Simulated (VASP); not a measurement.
Crystal: GaP.

```
Ga P
1.0
     0.00000    2.60477    2.60477
     2.60477    0.00000    2.60477
     2.60477    2.60477    0.00000
Ga P
1 1
Direct
  0.00000 0.00000 0.00000
  0.25000 0.25000 0.25000
```

The cell was built by a generator and needn't be a form met in nature.

* Program: VASP 6.6.1
* Task: relaxation of cell and atoms
* Functional: PBE
* Potentials or basis: VASP PAW PBE potentials, release 64 (Ga_d, P)
* Cutoff: 600 eV
* k mesh: 8 × 8 × 8
* Occupations: fermi-dirac, width 0.02 eV
* Spin: no spin polarisation

At the start: pressure 18.3 GPa; volume 17.67 Å³/atom.

Q: How do energy, volume and symmetry change on relaxing?

A: Over 3 steps the energy falls by 156.8 meV/atom and the volume is 20.86 Å³/atom (+18.1 %); space group F-43m (No. 216, to 0.05 Å).

The path:
| step | energy change (eV) | largest force (eV/Å) | pressure (GPa) | volume (Å³) |
| --- | --- | --- | --- | --- |
| 1 | 0.0000 | 0.0000 | 18.26 | 35.35 |
| 2 | -0.1993 | 0.0000 | -6.46 | 46.68 |
| 3 | -0.3135 | 0.0000 | -0.03 | 41.73 |

Final structure:
```xyz
2
Lattice="0.0000 2.7530 2.7530 2.7530 0.0000 2.7530 2.7530 2.7530 0.0000" Properties=species:S:1:pos:R:3 pbc="T T T"
Ga    0.0000    0.0000    0.0000
P     1.3765    1.3765    1.3765
```

Caveat: the volume moved by over 15 % at a fixed basis, so the end points are rough.
